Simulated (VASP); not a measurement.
A run of VASP 6.6.1 is set up as follows.

The input INCAR:

```
SYSTEM = Be3Se2O
PREC = Normal
ENCUT = 520
EDIFF = 1E-4
ISMEAR = 0
SIGMA = 0.15
LREAL = .FALSE.
LASPH = .TRUE.
NELM = 60
ALGO = Fast
ISIF = 3
LWAVE = .FALSE.
LCHARG = .FALSE.
GGA = PE
IBRION = 2
NSW = 24
EDIFFG = -0.08
```

The input KPOINTS:

```
Automatic mesh
0
G
  4 4 2
  0 0 0
```

The input POSCAR:

```
Be3Se2O
1.0
    3.3928114000      0.0000000000      0.0000000000
    0.0000000000      3.3928114000      0.0000000000
    0.0000000000      0.0000000000      7.4848653600
Be Se O
3 2 1
Direct
    0.5000000000      0.0000000000      0.3837740100
    0.0000000000      0.5000000000      0.6162259900
    0.0000000000      0.0000000000      0.0000000000
    0.5000000000      0.0000000000      0.7391930200
    0.0000000000      0.5000000000      0.2608069800
    0.5000000000      0.5000000000      0.0000000000
```

Potentials or basis: VASP PAW PBE potentials, release 64 (Be, Se, O).

Run with:

```console
$ cat potpaw_PBE.64/Be/POTCAR potpaw_PBE.64/Se/POTCAR potpaw_PBE.64/O/POTCAR > POTCAR
$ mpirun -np 1 vasp_std > vasp.out
```

**Question.** Estimate the band gap on the k mesh.

**Answer.** None (metal or under the smearing width).

Stress tensor (GPa, compression positive):
```
-0.21  0.00  0.00
 0.00 -0.21  0.00
 0.00  0.00  0.02
```

Caveat: the k mesh is coarse (spacing up to 0.46 Å⁻¹), so the values aren't converged; this functional lacks dispersion, which binds the layers, so the pressure and a relaxed spacing across them are unreliable.
